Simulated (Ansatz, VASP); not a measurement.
# Two plane-wave programs on Si3Ge2Pt

```
Si Ge Pt
1.0
     4.77618    0.00000    0.00000
    -2.38809    4.13629    0.00000
     0.00000    0.00000    5.57077
Si Ge Pt
3 2 1
Direct
  0.50000 0.00000 0.50000
  0.00000 0.50000 0.50000
  0.50000 0.50000 0.50000
  0.33333 0.66667 0.00000
  0.66667 0.33333 0.00000
  0.00000 0.00000 0.00000
```

Change from the starting cell: species swapped into the LaCu2Ni3 type (P6/mmm, No. 191).

Alike in both runs: functional PBE; k mesh 12 × 12 × 8; occupations gaussian, width 0.1 eV; no spin polarisation.

Ansatz relaxed the structure, and its values are those at the end. VASP's run is a single point on that final structure, the one shown.

|  | VASP | Ansatz |
| --- | --- | --- |
| version | VASP 6.6.1 | Ansatz 0.2.0 |
| potentials or method | VASP PAW PBE potentials, release 64 (Si, Ge_d, Pt) | scalar-relativistic, plane waves, PAW |
| plane-wave cutoff (eV) | 520 | 420 |
| valence electrons in the cell | 50 | 58 |

```csv
,VASP,Ansatz,Ansatz less VASP
gap on the k mesh at the Fermi level (eV),none,none,-
pressure (GPa),-0.1,0.0,+0.06
```

A gap of «none» marks a metal or a gap that the smearing closes. The functional is the same, so the differences come from potentials, cutoffs and numerics. The two sets of potentials don't hold the same shells in valence.

Spin-orbit coupling is left out, which matters for the levels of Pt.
